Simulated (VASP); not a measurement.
A convergence study with VASP on WS2 (2H layered): one setting is varied, all else stays as given below, so the limit is that of these other settings.

```
WS2
1.0
    1.57500    -2.72798     0.00000
    1.57500     2.72798     0.00000
    0.00000     0.00000    12.32000
W S
2 4
Direct
  0.33333   0.66667   0.25000
  0.66667   0.33333   0.75000
  0.33333   0.66667   0.87800
  0.66667   0.33333   0.37800
  0.66667   0.33333   0.12200
  0.33333   0.66667   0.62200
```

Computed with PBE GGA, VASP's PBE PAW potentials (set 64) (plane waves; VASP). The tightest run used: 550 eV cut-off, 13×13×3 Monkhorst-Pack mesh, Gaussian smearing of 0.050 eV, potentials W_sv S.

Task: The settings run are 1×1×1 mesh; 2×2×1 mesh; 3×3×1 mesh; 4×4×1 mesh; 5×5×1 mesh; 6×6×1 mesh; 7×7×2 mesh; 8×8×2 mesh; 9×9×2 mesh; 10×10×2 mesh; 11×11×2 mesh; 12×12×3 mesh; 13×13×3 mesh. From which on does the stress (every component) stay within 0.2 GPa of the tightest run?

Result: From 7×7×2 mesh on: it is off by 0.03 there and by no more than 0.2 in any finer run, while 6×6×1 mesh is off by 0.44.
```json
[
 {"setting": "1×1×1 mesh", "E (eV/atom)": "-4.7839", "pressure (GPa)": "27.36", "largest force (eV/Å)": "3.793", "irreducible k-points": "1", "difference judged (GPa)": "36.91"},
 {"setting": "2×2×1 mesh", "E (eV/atom)": "-7.9942", "pressure (GPa)": "2.80", "largest force (eV/Å)": "0.216", "irreducible k-points": "2", "difference judged (GPa)": "2.08"},
 {"setting": "3×3×1 mesh", "E (eV/atom)": "-7.8436", "pressure (GPa)": "4.49", "largest force (eV/Å)": "0.241", "irreducible k-points": "3", "difference judged (GPa)": "0.92"},
 {"setting": "4×4×1 mesh", "E (eV/atom)": "-7.8588", "pressure (GPa)": "4.36", "largest force (eV/Å)": "0.016", "irreducible k-points": "6", "difference judged (GPa)": "0.63"},
 {"setting": "5×5×1 mesh", "E (eV/atom)": "-7.8647", "pressure (GPa)": "4.23", "largest force (eV/Å)": "0.009", "irreducible k-points": "5", "difference judged (GPa)": "0.41"},
 {"setting": "6×6×1 mesh", "E (eV/atom)": "-7.8648", "pressure (GPa)": "4.23", "largest force (eV/Å)": "0.009", "irreducible k-points": "12", "difference judged (GPa)": "0.44"},
 {"setting": "7×7×2 mesh", "E (eV/atom)": "-7.8703", "pressure (GPa)": "4.07", "largest force (eV/Å)": "0.016", "irreducible k-points": "8", "difference judged (GPa)": "0.03"},
 {"setting": "8×8×2 mesh", "E (eV/atom)": "-7.8700", "pressure (GPa)": "4.08", "largest force (eV/Å)": "0.017", "irreducible k-points": "20", "difference judged (GPa)": "0.00"},
 {"setting": "9×9×2 mesh", "E (eV/atom)": "-7.8700", "pressure (GPa)": "4.08", "largest force (eV/Å)": "0.018", "irreducible k-points": "12", "difference judged (GPa)": "0.00"},
 {"setting": "10×10×2 mesh", "E (eV/atom)": "-7.8700", "pressure (GPa)": "4.07", "largest force (eV/Å)": "0.018", "irreducible k-points": "30", "difference judged (GPa)": "0.02"},
 {"setting": "11×11×2 mesh", "E (eV/atom)": "-7.8700", "pressure (GPa)": "4.07", "largest force (eV/Å)": "0.018", "irreducible k-points": "16", "difference judged (GPa)": "0.02"},
 {"setting": "12×12×3 mesh", "E (eV/atom)": "-7.8700", "pressure (GPa)": "4.07", "largest force (eV/Å)": "0.018", "irreducible k-points": "84", "difference judged (GPa)": "0.01"},
 {"setting": "13×13×3 mesh", "E (eV/atom)": "-7.8700", "pressure (GPa)": "4.08", "largest force (eV/Å)": "0.017", "irreducible k-points": "42", "difference judged (GPa)": "0.00"}
]
```

Left out are rungs that failed or repeat a setting and relaxations that didn't move; long series are thinned to 24 rows.

The compound is WS2 in the 2H layered structure. The cell was not relaxed at this level, forces remain on its atoms.
